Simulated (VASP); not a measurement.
A convergence study with VASP on InAs (zinc blende): one setting is varied, all else stays as given below, so the limit is that of these other settings. Each run relaxes cell and ions from the cell shown. The basis is that of the starting cell, so low cut-offs carry a Pulay error.

```
CELL_PARAMETERS angstrom
      0.00000     3.03000     3.03000
      3.03000     0.00000     3.03000
      3.03000     3.03000     0.00000
ATOMIC_POSITIONS crystal
  In 0.00000 0.00000 0.00000
  As 0.25000 0.25000 0.25000
```

All values below come from PBEsol GGA, VASP's PBE PAW potentials (set 64) (plane waves; VASP). The tightest run used: 700 eV cut-off, 7×7×7 Γ-centred mesh, Gaussian smearing of 0.050 eV, potentials In_d As.

```tsv
setting	relaxed volume (Å³/atom)	E (eV/atom)	plane waves
ENCUT = 200	25.891	-4.2391	363
ENCUT = 250	28.168	-4.2399	531
ENCUT = 300	28.139	-4.2399	668
ENCUT = 350	28.137	-4.2396	869
ENCUT = 400	28.234	-4.2408	1019
```

Q: These are the cheaper rows. Estimate the results at ENCUT = 700, and how far the last row shown lies from them.

A: 
```tsv
quantity	tightest run	last row shown is off by
relaxed volume (Å³/atom)	28.267	-0.032
E (eV/atom)	-4.2413	0.0005
```

Left out are rungs that failed or repeat a setting and relaxations that didn't move; long series are thinned to 24 rows.

The compound is InAs in the zinc blende structure.
